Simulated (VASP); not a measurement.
Here is the system:

```xyz
6
Lattice="4.7796 0.0000 0.0000 0.0000 5.7563 0.0000 0.0000 0.0000 3.5809" Properties=species:S:1:pos:R:3 pbc="T T T"
Fe     0.0000     0.0000     0.0000
Fe     2.3898     2.8781     1.7905
Se     1.0193     2.1285     0.0000
Se     3.7603     3.6278     0.0000
Se     3.4091     0.7496     1.7905
Se     1.3705     5.0066     1.7905
```

The numbers are results of LDA (Ceperley-Alder, Perdew-Zunger), VASP's LDA PAW potentials (set 64) (plane waves; VASP), not measurements. Numerical set-up: 300 eV cut-off, 4×3×5 Γ-centred mesh, Fermi-Dirac smearing of 0.010 eV, potentials Fe Se.

At this cut-off the stress carries a Pulay error, which pulls relaxed volumes low. Energy and stress use the plane-wave basis of the starting cell.

Problem. The ions, cell shape and volume are relaxed. What does this cell relax into?

Solution. 
```xyz
6
Lattice="4.6858 0.0000 0.0000 0.0000 5.6504 0.0000 0.0000 0.0000 3.5227" Properties=species:S:1:pos:R:3 pbc="T T T"
Fe     0.0000     0.0000     0.0000
Fe     2.3429     2.8252     1.7614
Se     1.0267     2.0704     0.0000
Se     3.6591     3.5801     3.5227
Se     3.3696     0.7549     1.7614
Se     1.3162     4.8956     1.7614
```
Space group Pnnm (58), at a tolerance of 0.03 Å.

Problem. How do energy and volume change from the first to the last step?

Solution. The energy (σ→0) changes by -26.0 meV/atom and the volume by -5.3 %, in 9 ionic steps.

The structure comes from a computed database's FeSe2 entry (Pnnm); how it stands against other phases isn't given here. This run relaxes it. Symmetry was kept, so distortions that lower it aren't found. The run is one of a series of settings (EDIFFG = -0.01, IBRION = 2, ISIF = 3, NSW = 50 against the base run), some of them coarse on purpose. The run is not spin-polarised, so no magnetic state was tried.
